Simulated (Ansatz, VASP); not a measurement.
# KVSe3 in two plane-wave programs

Aim: how closely do two programs agree when they are given the same cell, functional and k mesh? The cell is generated by rule, not measured, and may not be a known phase. The cell is taken from a series of runs on this material, whose earlier steps may have relaxed, scaled, displaced or heated it; both programs get it as it stands.

Method: plane waves, with VASP 6.6.1 beside it; zone-centre phonons at PBEsol, in Ansatz 0.2.0.

The structure was built from a prototype and need not be the compound's stable phase.

## (1) The starting structure

Symmetry: Pm-3m, No. 221, cubic system. Conventional cell: a = 4.859 Å, b = 4.859 Å, c = 4.859 Å, α = 90.00°, β = 90.00°, γ = 90.00°. Nearest to K lie 12 Se at 3.44 Å. Nearest to V lie 6 Se at 2.43 Å. Nearest to Se lie 2 V at 2.43 Å and 4 K at 3.44 Å. Farther neighbours and most contacts between anions are not listed.

## (2) VASP: zone-centre phonons, PBEsol

Second derivatives magnify differences that forces hide, and they need a tight electronic threshold.

Lines of VASP's logs that name or quote its potential files are left out, and so is its time.

Input file INCAR:

```
SYSTEM = KVSe3
PREC = Accurate
ENCUT = 500
EDIFF = 1E-08
NELM = 120
ISMEAR = 1
SIGMA = 0.2
LREAL = .FALSE.
ALGO = Normal
GGA = PS
NBANDS = 26
LASPH = .TRUE.
LORBIT = 11
LWAVE = .FALSE.
LCHARG = .FALSE.
ISIF = 2
IBRION = 8
GGA_COMPAT = .FALSE.
KPAR = 2
```

Input file POSCAR:

```
KVSe3
1.0
    4.8592117424      0.0000000000      0.0000000000
    0.0000000000      4.8592117424      0.0000000000
    0.0000000000      0.0000000000      4.8592117424
K V Se
1 1 3
Direct
    0.0000000000      0.0000000000      0.0000000000
    0.5000000000      0.5000000000      0.5000000000
    0.5000000000      0.5000000000      0.0000000000
    0.5000000000      0.0000000000      0.5000000000
    0.0000000000      0.5000000000      0.5000000000
```

Input file KPOINTS:

```
Automatic mesh
0
Gamma
8 8 8
0 0 0
```

The projector-augmented-wave data sets are K_sv, V_sv and Se (PBE family, release 64).

Launch:

```bash
mpirun -np 2 vasp_std
```

Numbers of over 12 decimals in the logs are rounded to 6 here.

What it wrote:

```text
[banner, memory and clock lines left out]
running    2 mpi-ranks, on    1 nodes
 distrk:  each k-point on    1 cores,    2 groups
 distr:  one band on    1 cores,    1 groups

 POSCAR found type information on POSCAR K V Se
 POSCAR found :  3 types and       5 ions
|                                                                             |
|               ----> ADVICE to this user running VASP <----                  |
|                                                                             |
|     You enforced a specific xc type in the INCAR file but a different       |
|     [... a line on the potential file left out ...]
|     I HOPE YOU KNOW WHAT YOU ARE DOING!                                     |
|                                                                             |

 LDA part: xc-table for (Slater+PW92), standard interpolation
 POSCAR, INCAR and KPOINTS ok, starting setup
 FFT: planning ... GRIDC
 FFT: planning ... GRID_SOFT
 FFT: planning ... GRID
 WAVECAR not read
 entering main loop
       N       E                     dE             d eps       ncg     rms          rms(c)
DAV:   1     0.336513767416E+03    0.33651E+03   -0.20092E+04  1956   0.140E+03
DAV:   2    -0.382044615897E+01   -0.34033E+03   -0.33451E+03  2042   0.368E+02
DAV:   3    -0.300050921994E+02   -0.26185E+02   -0.25180E+02  2330   0.912E+01
DAV:   4    -0.308160142296E+02   -0.81092E+00   -0.80935E+00  2718   0.141E+01
DAV:   5    -0.308318019209E+02   -0.15788E-01   -0.15768E-01  2416   0.183E+00    0.226E+01
DAV:   6    -0.468307482756E+02   -0.15999E+02   -0.28762E+02  1994   0.580E+01    0.463E+01
DAV:   7    -0.261356123096E+02    0.20695E+02   -0.81657E+01  1924   0.773E+01    0.112E+01
DAV:   8    -0.254178030028E+02    0.71781E+00   -0.65089E+00  1888   0.127E+01    0.190E+00
DAV:   9    -0.253798996228E+02    0.37903E-01   -0.13262E-01  2082   0.253E+00    0.121E+00
DAV:  10    -0.253645938448E+02    0.15306E-01   -0.80392E-02  1964   0.219E+00    0.101E+00
DAV:  11    -0.253617619781E+02    0.28319E-02   -0.29183E-02  2188   0.115E+00    0.265E-01
DAV:  12    -0.253619328038E+02   -0.17083E-03   -0.50907E-03  2076   0.437E-01    0.314E-01
DAV:  13    -0.253616144267E+02    0.31838E-03   -0.29834E-03  1968   0.340E-01    0.661E-02
DAV:  14    -0.253615833726E+02    0.31054E-04   -0.43498E-04  2030   0.115E-01    0.433E-02
DAV:  15    -0.253615729127E+02    0.10460E-04   -0.64699E-05  2046   0.487E-02    0.788E-03
DAV:  16    -0.253615728378E+02    0.74833E-07   -0.39990E-06  2168   0.115E-02    0.138E-03
DAV:  17    -0.253615728804E+02   -0.42510E-07   -0.19159E-07  2336   0.253E-03    0.102E-03
DAV:  18    -0.253615728806E+02   -0.20236E-09   -0.39188E-08  1488   0.978E-04
   1 F= -.25361573E+02 E0= -.25364605E+02  d E =0.909613E-02
 Linear response reoptimize wavefunctions to high precision
DAV:   1    -0.253615728982E+02   -0.17691E-07   -0.98156E-09  1624   0.668E-04
DAV:   2    -0.253615728982E+02    0.25466E-10   -0.42446E-10  1002   0.134E-04
 Linear response DOF=           4
 Linear response progress:
  Degree of freedom:   1/  4
       N       E                     dE             d eps       ncg     rms          rms(c)
RMM:   1    -0.315519691191E+00   -0.31552E+00    0.23317E-01  6172   0.282E+00
RMM:   2    -0.316726388568E+00   -0.12067E-02   -0.34251E-02  6882   0.668E-01    0.412E-02
RMM:   3    -0.318302739352E+00   -0.15764E-02   -0.48724E-03  6754   0.222E-01    0.262E-02
RMM:   4    -0.318529461416E+00   -0.22672E-03   -0.88319E-04  7437   0.715E-02    0.242E-02
RMM:   5    -0.318554884103E+00   -0.25423E-04   -0.14330E-04  7368   0.330E-02    0.711E-03
RMM:   6    -0.318557423490E+00   -0.25394E-05   -0.36085E-05  6979   0.181E-02    0.103E-02
RMM:   7    -0.318557637800E+00   -0.21431E-06   -0.73583E-06  6856   0.102E-02    0.203E-03
RMM:   8    -0.318550914151E+00    0.67236E-05    0.22435E-07  7605   0.443E-03    0.484E-04
RMM:   9    -0.318551696060E+00   -0.78191E-06   -0.10731E-06  7955   0.214E-03    0.651E-04
RMM:  10    -0.318549653108E+00    0.20430E-05    0.16299E-06  8176   0.134E-03    0.784E-05
RMM:  11    -0.318549831195E+00   -0.17809E-06   -0.25186E-07  8254   0.729E-04    0.203E-04
RMM:  12    -0.318549337688E+00    0.49351E-06    0.46191E-07  8558   0.482E-04    0.129E-04
RMM:  13    -0.318548729599E+00    0.60809E-06    0.37466E-08  8360   0.290E-04    0.274E-05
RMM:  14    -0.318548750579E+00   -0.20981E-07    0.20197E-07  8405   0.188E-04    0.503E-05
RMM:  15    -0.318548511565E+00    0.23901E-06   -0.11763E-07  8139   0.128E-04    0.830E-06
RMM:  16    -0.318548479879E+00    0.31686E-07    0.10120E-07  8025   0.878E-05    0.109E-05
RMM:  17    -0.318548437949E+00    0.41930E-07   -0.92693E-08  7596   0.630E-05    0.619E-06
RMM:  18    -0.318548390449E+00    0.47500E-07    0.20392E-08  7432   0.502E-05    0.281E-06
RMM:  19    -0.318548400239E+00   -0.97896E-08   -0.46555E-08  6403   0.386E-05    0.205E-06
 first order change of Fermi-energy  -0.40576E-04
 force on displaced ion       1 direction 1 :  -1.483  -0.000   0.000
 Linear response progress:
  Degree of freedom:   2/  4
       N       E                     dE             d eps       ncg     rms          rms(c)
RMM:   1    -0.113911781918E+01   -0.11391E+01   -0.18794E+01  4415   0.565E+01
RMM:   2    -0.101599162351E+01    0.12313E+00   -0.27573E-01  5784   0.310E+00    0.177E-01
RMM:   3    -0.101996189499E+01   -0.39703E-02   -0.24515E-02  6486   0.653E-01    0.817E-02
RMM:   4    -0.101870426694E+01    0.12576E-02   -0.90198E-04  6597   0.173E-01    0.265E-02
RMM:   5    -0.101851674642E+01    0.18752E-03   -0.78136E-05  6325   0.568E-02    0.414E-02
RMM:   6    -0.101833343717E+01    0.18331E-03   -0.26908E-05  6104   0.326E-02    0.710E-03
RMM:   7    -0.101811064524E+01    0.22279E-03   -0.51462E-06  7061   0.130E-02    0.114E-03
RMM:   8    -0.101811707017E+01   -0.64249E-05   -0.89444E-07  7371   0.349E-03    0.630E-04
RMM:   9    -0.101812060041E+01   -0.35302E-05   -0.39527E-07  7659   0.154E-03    0.202E-04
RMM:  10    -0.101812228711E+01   -0.16867E-05   -0.13496E-07  7997   0.698E-04    0.760E-05
RMM:  11    -0.101812340033E+01   -0.11132E-05   -0.93412E-08  8337   0.360E-04    0.166E-05
RMM:  12    -0.101812344116E+01   -0.40824E-07   -0.36930E-08  8696   0.206E-04    0.812E-06
RMM:  13    -0.101812334948E+01    0.91675E-07   -0.24647E-08  8635   0.130E-04    0.479E-06
RMM:  14    -0.101812332015E+01    0.29334E-07   -0.26647E-08  8682   0.889E-05    0.194E-06
RMM:  15    -0.101812333657E+01   -0.16422E-07   -0.17098E-08  8600   0.630E-05    0.119E-06
RMM:  16    -0.101812334304E+01   -0.64725E-08   -0.13486E-08  8035   0.473E-05    0.841E-07
 first order change of Fermi-energy   0.10453E-02
 force on displaced ion       2 direction 1 :   0.411   0.000  -0.000
 Linear response progress:
  Degree of freedom:   3/  4
       N       E                     dE             d eps       ncg     rms          rms(c)
RMM:   1    -0.893609732662E-01   -0.89361E-01    0.46338E-02 13449   0.101E+00
RMM:   2    -0.877688862624E-01    0.15921E-02   -0.49042E-03 10029   0.258E-01    0.262E-02
RMM:   3    -0.880607822335E-01   -0.29190E-03   -0.60306E-04 11021   0.520E-02    0.166E-02
RMM:   4    -0.883642426383E-01   -0.30346E-03   -0.67041E-05 10704   0.259E-02    0.451E-03
RMM:   5    -0.883137961699E-01    0.50446E-04   -0.10503E-05 11796   0.986E-03    0.428E-03
RMM:   6    -0.883222591355E-01   -0.84630E-05   -0.27018E-06 11782   0.502E-03    0.323E-03
RMM:   7    -0.883465050809E-01   -0.24246E-04   -0.59985E-08 11273   0.319E-03    0.696E-04
RMM:   8    -0.883475239001E-01   -0.10188E-05   -0.28222E-07 13200   0.126E-03    0.299E-04
RMM:   9    -0.883475414306E-01   -0.17530E-07    0.32766E-07 13034   0.531E-04    0.137E-04
RMM:  10    -0.883485718341E-01   -0.10304E-05   -0.57476E-07 12818   0.316E-04    0.568E-05
RMM:  11    -0.883483672197E-01    0.20461E-06    0.65036E-07 13892   0.166E-04    0.166E-05
RMM:  12    -0.883483886892E-01   -0.21470E-07   -0.30469E-07 14450   0.895E-05    0.170E-05
RMM:  13    -0.883483393268E-01    0.49362E-07    0.17424E-07 13988   0.560E-05    0.680E-06
RMM:  14    -0.883483361552E-01    0.31716E-08   -0.15556E-07 13376   0.367E-05    0.127E-06
RMM:  15    -0.883483412021E-01   -0.50469E-08    0.51477E-08 12149   0.252E-05    0.281E-06
 first order change of Fermi-energy   0.59321E-05
 force on displaced ion       3 direction 1 :  -1.431   0.000   0.000
 Linear response progress:
  Degree of freedom:   4/  4
       N       E                     dE             d eps       ncg     rms          rms(c)
RMM:   1    -0.953036165503E-01   -0.95304E-01    0.62887E-02  7820   0.149E+00
RMM:   2    -0.911720735671E-01    0.41315E-02   -0.60229E-03  6084   0.347E-01    0.136E-01
RMM:   3    -0.914128253340E-01   -0.24075E-03   -0.92020E-04  6100   0.110E-01    0.707E-02
RMM:   4    -0.918476891097E-01   -0.43486E-03   -0.29211E-04  6178   0.769E-02    0.216E-02
RMM:   5    -0.918503591408E-01   -0.26700E-05   -0.32093E-05  6208   0.318E-02    0.223E-02
RMM:   6    -0.918630326343E-01   -0.12673E-04   -0.16018E-05  6022   0.220E-02    0.356E-03
RMM:   7    -0.918773332692E-01   -0.14301E-04   -0.30813E-06  7445   0.738E-03    0.212E-03
RMM:   8    -0.918852971180E-01   -0.79638E-05    0.30779E-07  7039   0.248E-03    0.426E-04
RMM:   9    -0.918853915558E-01   -0.94438E-07   -0.44900E-07  7760   0.960E-04    0.213E-04
RMM:  10    -0.918860490996E-01   -0.65754E-06    0.26570E-06  7687   0.435E-04    0.640E-05
RMM:  11    -0.918861157458E-01   -0.66646E-07    0.12736E-06  7946   0.216E-04    0.204E-05
RMM:  12    -0.918860183599E-01    0.97386E-07    0.84745E-07  8268   0.108E-04    0.858E-06
RMM:  13    -0.918859737504E-01    0.44609E-07    0.18401E-07  8385   0.597E-05    0.681E-06
RMM:  14    -0.918859751113E-01   -0.13608E-08    0.12595E-07  8119   0.373E-05    0.314E-06
RMM:  15    -0.918859723909E-01    0.27204E-08    0.37308E-08  7995   0.253E-05    0.860E-07
 first order change of Fermi-energy  -0.98795E-03
 force on displaced ion       3 direction 3 :   0.000  -0.000  -9.095
 Linear response finished
```

[end of part 1 of 3]

[Lines on the potential files, build, host, timing and source positions are cut from VASP's logs without a mark.]

[Logs are printed without paths, hosts, clocks, repeated set-up lines and the standing remarks that a program may print on its own settings, such as how far it seeks lower states.]

[Hosts, paths, dates, database ids (printed as entryN), source tags and the programs' standing remarks are cut or masked in the printed files.]
